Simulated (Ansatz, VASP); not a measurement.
# BaZnTeSe: VASP beside Ansatz

Aim: how closely do two programs agree when they are given the same cell, functional and k mesh? The cell is invented: As first built, before any earlier steps moved the atoms (in the runner's words): it takes the ZnCdTeSe structure with some of its atoms replaced by other elements, volume scaled by an estimate. It may not be a known or stable phase. The cell is taken from a series of VASP runs on this material, whose earlier steps may have relaxed, scaled or displaced it; both programs get it as it stands. Valence electrons are named where the data sets of a main pair hold unlike numbers.

Main program and level: Ansatz 0.2.0; plane waves, with VASP 6.6.1 beside it; band structure at HSE06.

**1. The structure**

It takes space group P3m1 (No. 156, trigonal). The conventional cell has a = 4.388 Å, b = 4.388 Å, c = 8.416 Å, α = 90.00°, β = 90.00°, γ = 120.00°. Ba has 3 Te at 3.19 Å and 1 Se at 3.20 Å nearest. Te has 1 Zn at 2.61 Å and 3 Ba at 3.19 Å nearest. Nearest to Se lie 3 Zn at 2.62 Å and 1 Ba at 3.20 Å. Zn has 1 Te at 2.61 Å and 3 Se at 2.62 Å nearest. As first built, before any earlier steps moved the atoms (in the runner's words): sites of the ZnCdTeSe structure (space group 8) filled with other elements, volume scaled by an estimate. Farther neighbours and most contacts between anions are not listed.

**2. VASP: band structure, HSE06**

Levels along a path test the potential and the projectors away from the mesh points.

Lines of VASP's logs that name or quote its potential files are left out, and so is its time.

The run reads the wave functions of an earlier VASP run, which isn't shown here.

File INCAR:

```
SYSTEM = BaZnTeSe
PREC = Accurate
ENCUT = 400
EDIFF = 1E-06
NELM = 100
ISMEAR = 0
SIGMA = 0.05
LREAL = .FALSE.
ALGO = Normal
LHFCALC = .TRUE.
AEXX = 0.25
GGA = PE
HFSCREEN = 0.2
LASPH = .TRUE.
NBANDS = 23
PRECFOCK = Fast
LORBIT = 11
LWAVE = .FALSE.
LCHARG = .FALSE.
KPAR = 2
```

File POSCAR:

```
BaZnTeSe
1.0
    4.3879532634      0.0000000000      0.0000000000
   -2.1939766317      3.8000789976      0.0000000000
    0.0000000000      0.0000000000      8.4161277864
Ba Te Se Zn
1 1 1 1
Direct
    0.3333333330      0.6666666670      0.5361659259
    0.6666666670      0.3333333330      0.3050272947
    0.3333333330      0.6666666670      0.9161285621
    0.6666666670      0.3333333330      0.9946772173
```

File KPOINTS:

```
Automatic mesh
0
Gamma
4 4 2
0 0 0
```

File KPOINTS_OPT:

```
Line mode
6
Line-mode
Reciprocal
  0.00000000   0.00000000   0.00000000 GAMMA
  0.50000000   0.00000000   0.00000000 M

  0.50000000   0.00000000   0.00000000 M
  0.33333333   0.33333333   0.00000000 K

  0.33333333   0.33333333   0.00000000 K
  0.00000000   0.00000000   0.00000000 GAMMA

  0.00000000   0.00000000   0.00000000 GAMMA
  0.00000000   0.00000000   0.50000000 A

  0.00000000   0.00000000   0.50000000 A
  0.50000000   0.00000000   0.50000000 L

  0.50000000   0.00000000   0.50000000 L
  0.33333333   0.33333333   0.50000000 H

  0.33333333   0.33333333   0.50000000 H
  0.00000000   0.00000000   0.50000000 A

  0.50000000   0.00000000   0.50000000 L
  0.50000000   0.00000000   0.00000000 M

  0.33333333   0.33333333   0.00000000 K
  0.33333333   0.33333333   0.50000000 H
```

PAW data sets: Ba_sv, Te, Se and Zn (PBE family, release 64).

Command:

```console
mpirun -np 2 vasp_std
```

Numbers of over 12 decimals in the logs are rounded to 6 here.

Log:

```text
[banner, memory and clock lines left out]
running    2 mpi-ranks, on    1 nodes
 distrk:  each k-point on    1 cores,    2 groups
 distr:  one band on    1 cores,    1 groups

 POSCAR found type information on POSCAR BaTeSeZn
 POSCAR found :  4 types and       4 ions
 LDA part: xc-table for (Slater+PW92), standard interpolation
 found WAVECAR, reading the header
 POSCAR, INCAR and KPOINTS ok, starting setup
 FFT: planning ... GRIDC
 FFT: planning ... GRID_SOFT
 FFT: planning ... GRID
 reading WAVECAR
 the WAVECAR file was read successfully
 initial charge from wavefunction
 entering main loop
       N       E                     dE             d eps       ncg     rms          rms(c)
DAV:   1    -0.152757863489E+02   -0.15276E+02   -0.19777E+00   458   0.180E+01    0.989E+00
DAV:   2    -0.152662014452E+02    0.95849E-02   -0.23686E-01   461   0.672E+00    0.634E+00
DAV:   3    -0.152613742715E+02    0.48272E-02   -0.31054E-02   459   0.166E+00    0.390E+00
DAV:   4    -0.152603801717E+02    0.99410E-03   -0.45866E-03   496   0.492E-01    0.236E+00
DAV:   5    -0.152600935365E+02    0.28664E-03   -0.90496E-04   507   0.176E-01    0.143E+00
DAV:   6    -0.152599961764E+02    0.97360E-04   -0.17865E-04   445   0.827E-02    0.848E-01
DAV:   7    -0.152599616892E+02    0.34487E-04   -0.46222E-05   438   0.394E-02    0.495E-01
DAV:   8    -0.152599531749E+02    0.85142E-05   -0.20082E-05   459   0.251E-02    0.289E-01
DAV:   9    -0.152599523125E+02    0.86245E-06   -0.82098E-06   439   0.159E-02
   1 F= -.15259952E+02 E0= -.15259952E+02  d E =-.117397E-10
 Start KPOINTS_OPT (optional k-point list driver)
k-point batch [1-8\54]
       N       E                     dE             ncg
DAV:   1     0.181046390568E+03   -0.38499E+04      368
DAV:   2    -0.171422590636E+04   -0.18953E+04      424
DAV:   3    -0.194817576736E+04   -0.23395E+03      503
DAV:   4    -0.195890286256E+04   -0.10727E+02      565
DAV:   5    -0.195918334734E+04   -0.28048E+00      515
DAV:   6    -0.195918873781E+04   -0.53905E-02      503
DAV:   7    -0.195918889434E+04   -0.15653E-03      535
DAV:   8    -0.195918889672E+04   -0.23763E-05      328
DAV:   9    -0.195918889683E+04   -0.10817E-06      289
[...]
k-point batch [49-54\54]
       N       E                     dE             ncg
DAV:   1     0.168642101719E+04   -0.55509E+04      276
DAV:   2     0.264939135309E+03   -0.14215E+04      350
DAV:   3     0.105753284805E+03   -0.15919E+03      341
DAV:   4     0.100060314138E+03   -0.56930E+01      434
DAV:   5     0.999157393413E+02   -0.14457E+00      385
DAV:   6     0.999131214943E+02   -0.26178E-02      427
DAV:   7     0.999130672747E+02   -0.54220E-04      395
DAV:   8     0.999130664157E+02   -0.85905E-06      246
```

OUTCAR, selected parts (step 2):

```text
ion  position               nearest neighbor table
   1  0.333  0.667  0.536-   2 3.19   2 3.19   2 3.19   3 3.20
   2  0.667  0.333  0.305-   4 2.61   1 3.19   1 3.19   1 3.19
   3  0.333  0.667  0.916-   4 2.62   4 2.62   4 2.62   1 3.20
   4  0.667  0.333  0.995-   2 2.61   3 2.62   3 2.62   3 2.62

  LATTYP: Found a hexagonal cell.
 ALAT       =     4.3879532634
 C/A-ratio  =     1.9180076179

 Subroutine GETGRP returns: Found  6 space group operations
 (whereof  6 operations were pure point group operations)

The static configuration has the point symmetry C_3v.

 Found      8 irreducible k-points:

   k-points           NKPTS =      8   k-points in BZ     NKDIM =     32   number of bands    NBANDS=     23

   dimension x,y,z NGX =    30 NGY =   30 NGZ =   56
   dimension x,y,z NGXF=    60 NGYF=   60 NGZF=  112

   ENCUT  =  400.0 eV  29.40 Ry    5.42 a.u.   7.16  7.16 13.72*2*pi/ulx,y,z

   NELECT =      34.0000    total number of electrons

 k-points in reciprocal lattice and weights: Automatic mesh
   0.00000000  0.00000000  0.00000000       0.031
   0.25000000  0.00000000  0.00000000       0.188
   0.50000000  0.00000000  0.00000000       0.094
   0.25000000  0.25000000  0.00000000       0.188
   0.00000000  0.00000000  0.50000000       0.031
   0.25000000  0.00000000  0.50000000       0.188
   0.50000000  0.00000000  0.50000000       0.094
   0.25000000  0.25000000  0.50000000       0.188

  exchange ACFDT corr.  =         0.00000000  see jH, gK, PRB 81, 115126

 average (electrostatic) potential at core
       1 -34.1611       2 -86.8819       3 -51.8778       4 -29.6313

 E-fermi :   1.6388

 k-point     1 :       0.0000    0.0000    0.0000
  band No.  band energies     occupation
    ...
     13       0.2304      2.00000
     14       0.2304      2.00000
     15       0.3784      2.00000
     16       1.3426      2.00000
     17       1.3426      2.00000
     18       2.1472      0.00000
     19       5.2530      0.00000
     20       5.7978      0.00000
     21       5.7978      0.00000
     22       6.5390      0.00000
    ...

 k-point     2 :       0.2500    0.0000    0.0000
  band No.  band energies     occupation
    ...
     13      -1.1655      2.00000
     14      -0.2403      2.00000
     15       0.2354      2.00000
     16       0.4782      2.00000
     17       1.2494      2.00000
     18       3.7876      0.00000
     19       4.5668      0.00000
     20       5.3340      0.00000
     21       6.2907      0.00000
     22       6.9320      0.00000
    ...

 k-point     3 :       0.5000    0.0000    0.0000
  band No.  band energies     occupation
    ...
     13      -0.7723      2.00000
     14      -0.6356      2.00000
     15      -0.4892      2.00000
     16       0.2100      2.00000
     17       1.0974      2.00000
     18       3.6538      0.00000
     19       4.7862      0.00000
     20       5.0066      0.00000
     21       7.2695      0.00000
     22       7.6545      0.00000
    ...

  energy-cutoff  :      400.00
  volume of cell :      140.34
      direct lattice vectors                 reciprocal lattice vectors
     4.387953263  0.000000000  0.000000000     0.227896684  0.131576212  0.000000000
    -2.193976632  3.800078998  0.000000000     0.000000000  0.263152424  0.000000000
     0.000000000  0.000000000  8.416127786     0.000000000  0.000000000  0.118819489

 POSITION                                       TOTAL-FORCE (eV/Angst)
 -----------------------------------------------------------------------------------
     -0.00000      2.53339      4.51244         0.000000      0.000000     -0.082016
      2.19398      1.26669      2.56715        -0.000000      0.000000      0.114122
     -0.00000      2.53339      7.71026         0.000000      0.000000     -0.117592
      2.19398      1.26669      8.37133        -0.000000     -0.000000      0.085485
 -----------------------------------------------------------------------------------
    total drift:                                0.000001      0.000006      0.000832

  FREE ENERGIE OF THE ION-ELECTRON SYSTEM (eV)
  ---------------------------------------------------
  free  energy   TOTEN  =       -15.2599523125 eV

  energy  without entropy=      -15.2599523125  energy(sigma->0) =      -15.25995231

 total charge
# of ion       s       p       d       tot
------------------------------------------
    1        2.027   5.588   0.385   7.999
    2        1.310   2.312   0.012   3.634
    3        1.449   2.424   0.013   3.885
    4        0.462   0.331   9.808  10.602
--------------------------------------------------
tot          5.248  10.655  10.217  26.121

[... 3 further parts left out ...]
```

The k-mesh is coarse for exact exchange; levels may shift by about 0.1 eV on a finer one. Spin-orbit coupling is off here; with elements this heavy it splits and shifts levels by tenths of an eV or more. Harder data sets than Ba_sv exist (the GW ones), and pressures, volumes and forces can shift noticeably with them. The PAW data sets were made with PBE, which is usual practice but a small mismatch for other functionals.

[end of part 1 of 2]

[Lines on the potential files, build, host, timing and source positions are cut from VASP's logs without a mark.]

[Logs are printed without paths, hosts, clocks, repeated set-up lines and the standing remarks that a program may print on its own settings, such as how far it seeks lower states.]

[Hosts, paths, dates, database ids (printed as entryN), source tags and the programs' standing remarks are cut or masked in the printed files.]
